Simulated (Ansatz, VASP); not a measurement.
# One calculation of Cu3Te, two programs

Contents of POSCAR:

```
Cu3Te
1.0
    3.9466620000      0.0000000000      0.0000000000
    0.0000000000      3.9466620000      0.0000000000
    0.0000000000      0.0000000000      3.9466620000
Cu Te
3 1
Direct
    0.0000000000      0.5000000000      0.5000000000
    0.5000000000      0.0000000000      0.5000000000
    0.5000000000      0.5000000000      0.0000000000
    0.0000000000      0.0000000000      0.0000000000
```

File INCAR.step1:

```
  PREC = Accurate
  ENCUT = 520
  ISMEAR = -1
  SIGMA = 0.1
  LREAL = F
  LASPH = T
  NELM = 100
  NBANDS = 28
  GGA = PE
  ALGO = Normal
  EDIFF = 1E-4
  LWAVE = T
  LCHARG = F
```

Contents of INCAR.step2:

```
  PREC = Accurate
  ENCUT = 520
  EDIFF = 1E-6
  ISMEAR = -1
  SIGMA = 0.1
  LREAL = F
  LASPH = T
  NELM = 100
  ALGO = Normal
  ISIF = 2
  LWAVE = F
  LCHARG = F
  METAGGA = R2SCAN
  LMIXTAU = T
  NBANDS = 28
  ISTART = 1
```

Contents of KPOINTS:

```
regular mesh
0
Gamma
  6 6 6
```

Input for Ansatz:

```yaml
crystal:
  lattice:
    - [3.946662, 0.0, 0.0]
    - [0.0, 3.946662, 0.0]
    - [0.0, 0.0, 3.946662]
  atoms:
    - { symbol: Cu, position: [0.0, 0.5, 0.5] }
    - { symbol: Cu, position: [0.5, 0.0, 0.5] }
    - { symbol: Cu, position: [0.5, 0.5, 0.0] }
    - { symbol: Te, position: [0.0, 0.0, 0.0] }
basis:
  ecutwfc: 520.0
kpoints:
  mp_grid:
    grid: [6, 6, 6]
hamiltonian:
  xc: r2scan
scf:
  occupations:
    method: fermi_dirac
output:
  stress: true
```

The cell comes from a database or a generator and needn't be the stable form of this composition.

Alike in both runs: task single point; functional r2SCAN; k mesh 6 × 6 × 6; no spin polarisation.

|  | VASP | Ansatz |
| --- | --- | --- |
| version | VASP 6.6.1 | Ansatz 0.2.0 |
| potentials or method | VASP PAW PBE potentials, release 64 (Cu, Te) | plane waves, PAW |
| plane-wave cutoff (eV) | 520 | 520 |
| occupations | fermi-dirac, width 0.1 eV | fermi-dirac |
| valence electrons in the cell | 39 | 73 |

```csv
,VASP,Ansatz,Ansatz less VASP
pressure (GPa),-2.2,-2.4,-0.27
```

The two sets of potentials don't hold the same shells in valence.

Caveats: the PAW data sets were made with another functional, which shifts forces and pressure a little (VASP). The runs have no spin-orbit coupling, so splittings on Te are missing.
